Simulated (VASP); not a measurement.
MnRuN2:

```
Mn Ru N
1.0
     3.07089    0.00000    0.00000
     0.00000    3.07089    0.00000
     0.00000    0.00000    4.29399
Mn Ru N
1 1 2
Direct
  0.00000 0.00000 0.50000
  0.50000 0.50000 0.00000
  0.00000 0.00000 0.00000
  0.50000 0.50000 0.50000
```

The cell was built by a generator and needn't be a form met in nature.

| Item | Value |
| --- | --- |
| Program | VASP 6.6.1 |
| Task | relaxation of cell and atoms |
| Functional | PBE |
| Potentials or basis | VASP PAW PBE potentials, release 64 (Mn_pv, Ru_pv, N) |
| Cutoff | 520 eV |
| k mesh | 5 × 5 × 4 |
| Occupations | gaussian, width 0.15 eV |
| Spin | collinear spin, ferromagnetic start |
| Starting moments | [4.0, 1.0, 0.0, 0.0] μB |

At the start: pressure -12.4 GPa; volume 10.12 Å³/atom.

Q: Where does the relaxation end?

A: Over 6 steps the energy falls by 28.3 meV/atom and the volume is 9.54 Å³/atom (-5.8 %); space group P4/mmm (No. 123, to 0.05 Å); moment 2.69 μB per cell.

The path:
| step | energy change (eV) | largest force (eV/Å) | pressure (GPa) | volume (Å³) |
| --- | --- | --- | --- | --- |
| 1 | 0.0000 | 0.0000 | -12.41 | 40.49 |
| 2 | -0.0267 | 0.0000 | 15.10 | 36.06 |
| 3 | -0.1064 | 0.0000 | 0.56 | 38.00 |
| 4 | -0.1064 | 0.0000 | 0.38 | 38.05 |
| 5 | -0.1119 | 0.0000 | -0.01 | 38.09 |
| 6 | -0.1130 | 0.0000 | 0.40 | 38.15 |

Final structure:
```
CELL_PARAMETERS angstrom
2.97318 0.00000 0.00000
0.00000 2.97318 0.00000
0.00000 0.00000 4.31518
ATOMIC_POSITIONS crystal
Mn 0.00000 0.00000 0.50000
Ru 0.50000 0.50000 0.00000
N 0.00000 0.00000 0.00000
N 0.50000 0.50000 0.50000
```

Caveat: the k mesh is coarse (spacing up to 0.41 Å⁻¹), so the values aren't converged; a cell with one magnetic atom can't hold antiferromagnetic order, which such compounds often take; the relaxation stopped at a loose force limit of 0.08 eV/Å, so its end isn't a converged minimum.
